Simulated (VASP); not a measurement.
```
AsB
1.0
    0.00000     2.39000     2.39000
    2.39000     0.00000     2.39000
    2.39000     2.39000     0.00000
B As
1 1
Direct
  0.00000   0.00000   0.00000
  0.25000   0.25000   0.25000
```

Level of theory: G0W0 on PBE orbitals, VASP's PBE PAW potentials (set 64) (plane waves; VASP 6.6.1). Run with PREC = Normal, 500 eV cut-off, 4×4×4 Γ-centred mesh, Gaussian smearing of 0.010 eV, potentials B_GW As_GW.

The mesh is coarse and the basis finite, so the quasiparticle values are not converged.

NBANDS = 100, ENCUTGW = 150 eV, NOMEGA = 64. The PBE levels (eV) that the step starts from are:

| state | KS energy | filling |
|---|---|---|
| k1 (0.00, 0.00, 0.00), band 1 | -9.22 | 2 |
| k1 (0.00, 0.00, 0.00), band 2 | 6.18 | 2 |
| k1 (0.00, 0.00, 0.00), band 3 | 6.18 | 2 |
| k1 (0.00, 0.00, 0.00), band 4 | 6.18 | 2 |
| k1 (0.00, 0.00, 0.00), band 5 | 9.44 | 0 |
| k1 (0.00, 0.00, 0.00), band 6 | 9.44 | 0 |
| k1 (0.00, 0.00, 0.00), band 7 | 9.44 | 0 |
| k1 (0.00, 0.00, 0.00), band 8 | 10.82 | 0 |
| k3 (0.50, 0.00, 0.00), band 1 | -6.35 | 2 |
| k3 (0.50, 0.00, 0.00), band 2 | -2.60 | 2 |
| k3 (0.50, 0.00, 0.00), band 3 | 4.36 | 2 |
| k3 (0.50, 0.00, 0.00), band 4 | 4.36 | 2 |
| k3 (0.50, 0.00, 0.00), band 5 | 8.85 | 0 |
| k3 (0.50, 0.00, 0.00), band 6 | 10.94 | 0 |
| k3 (0.50, 0.00, 0.00), band 7 | 10.94 | 0 |
| k3 (0.50, 0.00, 0.00), band 8 | 15.04 | 0 |
| k4 (0.25, 0.25, 0.00), band 1 | -7.87 | 2 |
| k4 (0.25, 0.25, 0.00), band 2 | 2.08 | 2 |
| k4 (0.25, 0.25, 0.00), band 3 | 3.48 | 2 |
| k4 (0.25, 0.25, 0.00), band 4 | 3.48 | 2 |
| k4 (0.25, 0.25, 0.00), band 5 | 7.82 | 0 |
| k4 (0.25, 0.25, 0.00), band 6 | 10.68 | 0 |
| k4 (0.25, 0.25, 0.00), band 7 | 13.56 | 0 |
| k4 (0.25, 0.25, 0.00), band 8 | 13.56 | 0 |

Question: Give the quasiparticle energies and renormalisation factors Z.

Answer: 
| state | QP energy (eV) | Z |
|---|---|---|
| k1 (0.00, 0.00, 0.00), band 1 | -9.97 | 0.72 |
| k1 (0.00, 0.00, 0.00), band 2 | 5.69 | 0.79 |
| k1 (0.00, 0.00, 0.00), band 3 | 5.69 | 0.79 |
| k1 (0.00, 0.00, 0.00), band 4 | 5.69 | 0.79 |
| k1 (0.00, 0.00, 0.00), band 5 | 9.74 | 0.79 |
| k1 (0.00, 0.00, 0.00), band 6 | 9.74 | 0.79 |
| k1 (0.00, 0.00, 0.00), band 7 | 9.74 | 0.79 |
| k1 (0.00, 0.00, 0.00), band 8 | 11.38 | 0.76 |
| k3 (0.50, 0.00, 0.00), band 1 | -6.96 | 0.73 |
| k3 (0.50, 0.00, 0.00), band 2 | -3.33 | 0.72 |
| k3 (0.50, 0.00, 0.00), band 3 | 3.80 | 0.78 |
| k3 (0.50, 0.00, 0.00), band 4 | 3.80 | 0.78 |
| k3 (0.50, 0.00, 0.00), band 5 | 9.13 | 0.78 |
| k3 (0.50, 0.00, 0.00), band 6 | 11.18 | 0.78 |
| k3 (0.50, 0.00, 0.00), band 7 | 11.18 | 0.78 |
| k3 (0.50, 0.00, 0.00), band 8 | 15.11 | 0.76 |
| k4 (0.25, 0.25, 0.00), band 1 | -8.54 | 0.71 |
| k4 (0.25, 0.25, 0.00), band 2 | 1.47 | 0.76 |
| k4 (0.25, 0.25, 0.00), band 3 | 2.89 | 0.78 |
| k4 (0.25, 0.25, 0.00), band 4 | 2.89 | 0.78 |
| k4 (0.25, 0.25, 0.00), band 5 | 7.96 | 0.79 |
| k4 (0.25, 0.25, 0.00), band 6 | 10.85 | 0.78 |
| k4 (0.25, 0.25, 0.00), band 7 | 13.94 | 0.76 |
| k4 (0.25, 0.25, 0.00), band 8 | 13.94 | 0.76 |
On the mesh the gap opens from 1.41 to 1.88 eV.

The compound is BAs in the zinc blende structure. The cell was not relaxed at this level. The k-mesh is coarse (spacing up to 0.57 per Å, 2π included), so the numbers may not be converged in it.
